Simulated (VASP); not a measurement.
PtAl2 (fluorite): the bulk modulus from VASP (plane waves, PAW) at several levels of theory. Static lattice, third-order Birch-Murnaghan fit over five volumes.

```json
[
 {"level": "RPBE", "bulk modulus (GPa)": "125"},
 {"level": "AM05", "bulk modulus (GPa)": "141"},
 {"level": "PBE-D3(BJ)", "bulk modulus (GPa)": "142"},
 {"level": "PBE-D4", "bulk modulus (GPa)": "141"},
 {"level": "optB88-vdW", "bulk modulus (GPa)": "130"},
 {"level": "rev-vdW-DF2", "bulk modulus (GPa)": "134"},
 {"level": "revTPSS", "bulk modulus (GPa)": "141"}
]
```

The cell of the RPBE run:

```
CELL_PARAMETERS angstrom
      0.00000     2.98745     2.98745
      2.98745     0.00000     2.98745
      2.98745     2.98745     0.00000
ATOMIC_POSITIONS crystal
  Al 0.25000 0.25000 0.25000
  Al 0.75000 0.75000 0.75000
  Pt 0.00000 0.00000 0.00000
```

Only levels that ran to the end are used. Left out are those held back, those with too coarse a band path, GW runs whose mesh misses a band edge, hybrids' fits of cells that aren't cubic and levels without matching references; a question may draw on a part of the rest.

The compound is PtAl2 in the fluorite structure.
